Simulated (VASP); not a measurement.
An input for VASP 6.6.1 (RbMg6Zn):

The input run.py:

```python
from ase.calculators.vasp import Vasp
from ase.dft.bandgap import bandgap
from ase.io import read

atoms = read('POSCAR')
calc = Vasp(
    directory='calc',
    pp='PBE',
    setups='materialsproject',
    prec='Accurate',
    encut=520,
    ediff=1e-07,
    ismear=0,
    sigma=0.01,
    lreal=False,
    lasph=True,
    nelm=94,
    algo='Normal',
    isif=2,
    lwave=False,
    lcharg=True,
    gga='XX',
    ivdw=11,
    kpts=[5, 5, 5],
    gamma=True,
)
atoms.calc = calc

print('energy (eV):', atoms.get_potential_energy())
print('free energy (eV):', atoms.get_potential_energy(force_consistent=True))
efermi = calc.get_fermi_level()
print('Fermi level (eV):', efermi)
path = atoms.cell.bandpath(npoints=60, eps=1e-4)
print('path:', path.path)
calc.set(kpts=path.kpts, reciprocal=True, icharg=11, isym=0, lcharg=False)
calc.calculate(atoms)
print('gap on the path (eV):', bandgap(calc, efermi=efermi)[0])
print('direct gap on the path (eV):', bandgap(calc, efermi=efermi, direct=True)[0])
```

POSCAR

```
RbMg6Zn
1.0
    5.2175370000      0.0000000000      0.0000000000
    0.0000000000      3.5205290000      5.8683675000
    0.0000000000     -3.5205290000      5.8683675000
Rb Zn Mg
1 1 6
Direct
    0.5000000000      0.6699030000      0.6699030000
    0.0000000000      0.8593480000      0.8593480000
    0.5000000000      0.1629480000      0.1629480000
    0.5000000000      0.6764730000      0.1584970000
    0.5000000000      0.1584970000      0.6764730000
    0.0000000000      0.3343810000      0.3343810000
    0.0000000000      0.8505310000      0.2879190000
    0.0000000000      0.2879190000      0.8505310000
```

Potentials or basis: VASP PAW PBE potentials, release 64 (Rb_sv, Zn, Mg_pv).

Command:

```sh
$ python run.py
```

Task: How does this run end?

Result: The run stopped without a result. It printed:

Output:

```text
Traceback (most recent call last):
  ...
ase.calculators.calculator.CalculationFailed: vasp in <dir> returned an error: 1 stderr is in vasp.out
```

OUTCAR:

```text
ENCUT = 520.000000
   EDIFF = 1.00e-07
   GGA = XX
   PREC = Accurate
   ISIF = 2
   ISMEAR = 0
   NELM = 94
   IVDW = 11
   LASPH = .TRUE.
   LREAL = .FALSE.
```

Among its messages:

```text
Error: One of the selected functionals does not exist. ---->  I REFUSE TO CONTINUE WITH THIS SICK JOB ... BYE!!! <----
```
